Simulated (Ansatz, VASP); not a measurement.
Two plane-wave programs on LiMgBN2

```
CELL_PARAMETERS angstrom
-2.01596 2.01596 3.98725
2.01596 -2.01596 3.98725
2.01596 2.01596 -3.98725
ATOMIC_POSITIONS crystal
Li 0.25000 0.75000 0.50000
Mg 0.75000 0.25000 0.50000
B 0.50000 0.50000 0.00000
N 0.65126 0.65126 0.00000
N 0.34874 0.34874 0.00000
```

Alike in both runs: task single point; functional PBE; k mesh 10 × 10 × 10; occupations gaussian, width 0.05 eV; no spin polarisation.

|  | VASP | Ansatz |
| --- | --- | --- |
| version | VASP 6.6.1 | Ansatz 0.2.0 |
| potentials or method | VASP PAW PBE potentials, release 64 (Li_sv, Mg, B, N) | scalar-relativistic, plane waves, PAW |
| plane-wave cutoff (eV) | 520 | 420 |
| valence electrons in the cell | 18 | 26 |

```csv
,VASP,Ansatz,Ansatz less VASP
gap on the k mesh at the Fermi level (eV),2.35,2.36,+0.006
least direct gap on the mesh (eV),3.15,3.17,+0.019
rms of the force components (eV/Å),4.091,4.096,+0.0056
```

Atom by atom the forces differ by 0.006 eV/Å (rms over components). The two sets of potentials don't hold the same shells in valence.

Caveats: forces of over 1 eV/Å show positions far from the minimum, so gaps and moduli don't describe the material at rest. Expect the measured gap to be larger: semilocal functionals such as PBE lack the derivative discontinuity. A k mesh can miss the band edges.
